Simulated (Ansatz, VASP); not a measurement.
# Cross-check of Be2Al between VASP and Ansatz, part 2 of 3

Wanted: the spread between two codes on one cell, functional and k mesh. The cell is generated by rule, not measured, and may not be a known phase. The cell is taken from a series of runs on this material, whose earlier steps may have relaxed, scaled, displaced or heated it; both programs get it as it stands.

VASP 6.6.1 and Ansatz 0.2.0.

So far: Set-up; Ansatz: zone-centre phonons, PBEsol.

### Step 3. VASP: zone-centre phonons, PBEsol

Level of this step: PBEsol; plane waves and PAW (Be, Al); invented cell (VASP).

The same cell, functional, mesh and smearing now go to VASP, with its own data sets.

Lines of VASP's logs that name or quote its potential files are left out, and so is its time.

Input file INCAR:

```
SYSTEM = Be2Al
PREC = Accurate
ENCUT = 600
EDIFF = 1E-08
NELM = 120
ISMEAR = 1
SIGMA = 0.15
LREAL = .FALSE.
ALGO = Normal
GGA = PS
NBANDS = 13
LORBIT = 11
LWAVE = .FALSE.
LCHARG = .FALSE.
ISIF = 2
IBRION = 8
LASPH = .TRUE.
GGA_COMPAT = .FALSE.
KPAR = 2
```

Input file POSCAR:

```
Be2Al
1.0
    3.7368612022      0.0000000000      0.0000000000
    0.0000000000      4.3268178005      0.0000000000
    0.0000000000      0.0000000000      4.3961905940
Be Al
4 2
Direct
    0.5000000000      0.2500477098      0.1196751964
    0.0000000000      0.7500477098      0.8803248036
    0.5000000000      0.7499522902      0.1196751964
    0.0000000000      0.2499522902      0.8803248036
    0.0000000000      0.5000000000      0.3924661460
    0.5000000000      0.0000000000      0.6075338540
```

Input file KPOINTS:

```
Automatic mesh
0
Gamma
8 8 8
0 0 0
```

The projector-augmented-wave data sets are Be and Al (PBE family, release 64).

On the command line:

```console
$ mpirun -np 2 vasp_std
```

The program printed:

```text
[banner, memory and clock lines left out]
running    2 mpi-ranks, on    1 nodes
 distrk:  each k-point on    1 cores,    2 groups
 distr:  one band on    1 cores,    1 groups

 POSCAR found type information on POSCAR BeAl
 POSCAR found :  2 types and       6 ions
|                                                                             |
|               ----> ADVICE to this user running VASP <----                  |
|                                                                             |
|     You enforced a specific xc type in the INCAR file but a different       |
|     [... a line on the potential file left out ...]
|     I HOPE YOU KNOW WHAT YOU ARE DOING!                                     |
|                                                                             |

 LDA part: xc-table for (Slater+PW92), standard interpolation
 POSCAR, INCAR and KPOINTS ok, starting setup
 FFT: planning ... GRIDC
 FFT: planning ... GRID_SOFT
 FFT: planning ... GRID
 WAVECAR not read
 entering main loop
       N       E                     dE             d eps       ncg     rms          rms(c)
DAV:   1     0.112941630866E+02    0.11294E+02   -0.56386E+03  3250   0.979E+02
DAV:   2    -0.214353255395E+02   -0.32729E+02   -0.29826E+02  4145   0.135E+02
DAV:   3    -0.229294682544E+02   -0.14941E+01   -0.14479E+01  4437   0.276E+01
DAV:   4    -0.229530191788E+02   -0.23551E-01   -0.23528E-01  3818   0.393E+00
DAV:   5    -0.229535112970E+02   -0.49212E-03   -0.49208E-03  4409   0.613E-01    0.370E+00
DAV:   6    -0.222946123495E+02    0.65890E+00   -0.98190E-01  3635   0.513E+00    0.171E+00
DAV:   7    -0.221988320828E+02    0.95780E-01   -0.28316E-01  4217   0.299E+00    0.623E-01
DAV:   8    -0.221910227333E+02    0.78093E-02   -0.24997E-02  3770   0.967E-01    0.250E-01
DAV:   9    -0.221906378097E+02    0.38492E-03   -0.19640E-03  4121   0.298E-01    0.817E-02
DAV:  10    -0.221905801424E+02    0.57667E-04   -0.25483E-04  3920   0.100E-01    0.314E-02
DAV:  11    -0.221905832347E+02   -0.30923E-05   -0.15187E-05  4360   0.289E-02    0.145E-02
DAV:  12    -0.221905813374E+02    0.18973E-05   -0.65788E-06  3875   0.130E-02    0.148E-03
DAV:  13    -0.221905813536E+02   -0.16216E-07   -0.24789E-07  4248   0.343E-03    0.122E-03
DAV:  14    -0.221905813750E+02   -0.21418E-07   -0.73769E-09  2634   0.724E-04    0.233E-04
DAV:  15    -0.221905813644E+02    0.10646E-07   -0.13333E-09  2220   0.361E-04    0.239E-04
DAV:  16    -0.221905813657E+02   -0.13582E-08   -0.43061E-10  2160   0.189E-04
   1 F= -.22190581E+02 E0= -.22191445E+02  d E =0.259030E-02
 Linear response reoptimize wavefunctions to high precision
DAV:   1    -0.221905813657E+02   -0.12221E-10   -0.94933E-11  2400   0.110E-04
 Linear response DOF=           6
 Linear response progress:
  Degree of freedom:   1/  6
       N       E                     dE             d eps       ncg     rms          rms(c)
RMM:   1    -0.111700940648E-01   -0.11170E-01    0.40252E-03 16521   0.500E-01
RMM:   2    -0.105432852960E-01    0.62681E-03   -0.14804E-04 10701   0.108E-01    0.784E-02
RMM:   3    -0.104586249001E-01    0.84660E-04   -0.30846E-04 10860   0.693E-02    0.365E-02
RMM:   4    -0.106104460313E-01   -0.15182E-03   -0.17422E-04 10854   0.511E-02    0.577E-03
RMM:   5    -0.106251668614E-01   -0.14721E-04   -0.25731E-06 11396   0.980E-03    0.108E-03
RMM:   6    -0.106294734216E-01   -0.43066E-05   -0.30365E-07 11373   0.187E-03    0.405E-04
RMM:   7    -0.106279694679E-01    0.15040E-05    0.43291E-07 11476   0.665E-04    0.669E-05
RMM:   8    -0.106281728090E-01   -0.20334E-06   -0.30956E-08 11783   0.136E-04    0.245E-05
RMM:   9    -0.106281087808E-01    0.64028E-07    0.19494E-08 11651   0.512E-05    0.490E-06
RMM:  10    -0.106281052238E-01    0.35570E-08    0.58335E-10 12256   0.158E-05    0.137E-06
 first order change of Fermi-energy  -0.24910E-04
 force on displaced ion       1 direction 1 :  -7.469  -0.001   0.000
 Linear response progress:
  Degree of freedom:   2/  6
       N       E                     dE             d eps       ncg     rms          rms(c)
RMM:   1    -0.125893231040E-01   -0.12589E-01    0.34657E-03 11425   0.556E-01
RMM:   2    -0.108994166920E-01    0.16899E-02   -0.57132E-04  7028   0.137E-01    0.717E-02
RMM:   3    -0.107500489980E-01    0.14937E-03   -0.33281E-04  7039   0.748E-02    0.325E-02
RMM:   4    -0.108592483923E-01   -0.10920E-03   -0.16923E-04  7103   0.498E-02    0.554E-03
RMM:   5    -0.108704471735E-01   -0.11199E-04   -0.57369E-06  7449   0.944E-03    0.153E-03
RMM:   6    -0.108742888549E-01   -0.38417E-05    0.13927E-07  7489   0.169E-03    0.506E-04
RMM:   7    -0.108732380138E-01    0.10508E-05    0.10081E-07  7496   0.715E-04    0.123E-04
RMM:   8    -0.108737632587E-01   -0.52524E-06   -0.58701E-08  7588   0.254E-04    0.319E-05
RMM:   9    -0.108736775418E-01    0.85717E-07   -0.29331E-08  7758   0.592E-05    0.683E-06
RMM:  10    -0.108736961144E-01   -0.18573E-07   -0.43363E-09  7793   0.220E-05    0.369E-06
RMM:  11    -0.108736932325E-01    0.28819E-08    0.15736E-10  8088   0.115E-05    0.851E-07
 first order change of Fermi-energy  -0.39184E-01
 force on displaced ion       1 direction 2 :   0.000  -6.812  -0.409
 Linear response progress:
  Degree of freedom:   3/  6
       N       E                     dE             d eps       ncg     rms          rms(c)
RMM:   1    -0.118484272011E-01   -0.11848E-01    0.62466E-03 10909   0.521E-01
RMM:   2    -0.110265675316E-01    0.82186E-03   -0.37516E-04  6948   0.124E-01    0.810E-02
RMM:   3    -0.107898017092E-01    0.23677E-03   -0.55467E-04  6947   0.914E-02    0.319E-02
RMM:   4    -0.108802737316E-01   -0.90472E-04   -0.10502E-04  7209   0.424E-02    0.888E-03
RMM:   5    -0.109136262844E-01   -0.33353E-04   -0.64554E-06  7420   0.117E-02    0.200E-03
RMM:   6    -0.109201320089E-01   -0.65057E-05   -0.43044E-07  7519   0.237E-03    0.645E-04
RMM:   7    -0.109189829567E-01    0.11491E-05    0.18091E-08  7461   0.969E-04    0.169E-04
RMM:   8    -0.109195069092E-01   -0.52395E-06   -0.19793E-08  7613   0.348E-04    0.525E-05
RMM:   9    -0.109193773832E-01    0.12953E-06    0.44585E-09  7682   0.879E-05    0.101E-05
RMM:  10    -0.109193581106E-01    0.19273E-07    0.60474E-09  7943   0.221E-05    0.383E-06
RMM:  11    -0.109193639838E-01   -0.58732E-08   -0.43444E-10  7890   0.115E-05    0.109E-06
 first order change of Fermi-energy  -0.57153E-01
 force on displaced ion       1 direction 3 :   0.000  -0.433  -6.426
 Linear response progress:
  Degree of freedom:   4/  6
       N       E                     dE             d eps       ncg     rms          rms(c)
RMM:   1    -0.813349139578E-02   -0.81335E-02    0.31995E-03 10407   0.511E-01
RMM:   2    -0.681929644407E-02    0.13142E-02   -0.85995E-04  6900   0.122E-01    0.538E-02
RMM:   3    -0.674635280145E-02    0.72944E-04   -0.10263E-04  7063   0.531E-02    0.260E-02
RMM:   4    -0.682603215237E-02   -0.79679E-04   -0.31368E-05  7176   0.307E-02    0.764E-03
RMM:   5    -0.683358727852E-02   -0.75551E-05    0.12361E-05  7374   0.787E-03    0.125E-03
RMM:   6    -0.683606766758E-02   -0.24804E-05    0.44701E-07  7520   0.155E-03    0.480E-04
RMM:   7    -0.683461087158E-02    0.14568E-05    0.38021E-08  7452   0.547E-04    0.150E-04
RMM:   8    -0.683491190711E-02   -0.30104E-06   -0.35813E-08  7572   0.160E-04    0.303E-05
RMM:   9    -0.683490706647E-02    0.48406E-08    0.95967E-08  7621   0.568E-05    0.910E-06
 first order change of Fermi-energy   0.37310E-04
 force on displaced ion       5 direction 1 :  -4.725  -0.000   0.001
 Linear response progress:
  Degree of freedom:   5/  6
       N       E                     dE             d eps       ncg     rms          rms(c)
RMM:   1    -0.967625406005E-02   -0.96763E-02    0.87007E-03 10525   0.568E-01
RMM:   2    -0.784602882966E-02    0.18302E-02   -0.14143E-03  6885   0.137E-01    0.566E-02
RMM:   3    -0.761447241003E-02    0.23156E-03   -0.22518E-04  6856   0.710E-02    0.215E-02
RMM:   4    -0.763443552420E-02   -0.19963E-04    0.21102E-05  7229   0.200E-02    0.103E-02
RMM:   5    -0.764568543336E-02   -0.11250E-04    0.39203E-06  7189   0.749E-03    0.170E-03
RMM:   6    -0.764423348168E-02    0.14520E-05   -0.95381E-07  7475   0.176E-03    0.332E-04
RMM:   7    -0.764318106842E-02    0.10524E-05   -0.26612E-07  7377   0.386E-04    0.158E-04
RMM:   8    -0.764317546307E-02    0.56054E-08   -0.80081E-08  7643   0.116E-04    0.456E-05
 first order change of Fermi-energy  -0.42173E-04
 force on displaced ion       5 direction 2 :   0.000  -5.015   0.006
 Linear response progress:
  Degree of freedom:   6/  6
       N       E                     dE             d eps       ncg     rms          rms(c)
RMM:   1    -0.113132475174E-01   -0.11313E-01    0.13745E-02  8044   0.663E-01
RMM:   2    -0.897947632705E-02    0.23338E-02   -0.70852E-04  5086   0.169E-01    0.736E-02
RMM:   3    -0.883230711695E-02    0.14717E-03   -0.50622E-04  5071   0.872E-02    0.301E-02
RMM:   4    -0.891412987236E-02   -0.81823E-04   -0.56713E-05  5331   0.318E-02    0.122E-02
RMM:   5    -0.894978060678E-02   -0.35651E-04   -0.48088E-06  5374   0.983E-03    0.282E-03
RMM:   6    -0.895705110800E-02   -0.72705E-05    0.40829E-08  5472   0.263E-03    0.567E-04
RMM:   7    -0.895466311650E-02    0.23880E-05    0.55389E-08  5466   0.100E-03    0.164E-04
RMM:   8    -0.895524181208E-02   -0.57870E-06   -0.25941E-08  5590   0.286E-04    0.694E-05
RMM:   9    -0.895517705015E-02    0.64762E-07   -0.53322E-09  5604   0.629E-05    0.197E-05
RMM:  10    -0.895516789981E-02    0.91503E-08   -0.15655E-08  5833   0.188E-05    0.526E-06
 first order change of Fermi-energy   0.36398E+00
 force on displaced ion       5 direction 3 :  -0.000  -0.000  -9.926
 Linear response finished
```

(Continued in part 3 of 3.)

[Lines on the potential files, build, host, timing and source positions are cut from VASP's logs without a mark.]

[Logs are printed without paths, hosts, clocks, repeated set-up lines and the standing remarks that a program may print on its own settings, such as how far it seeks lower states.]

[Hosts, paths, dates, database ids (printed as entryN), source tags and the programs' standing remarks are cut or masked in the printed files.]
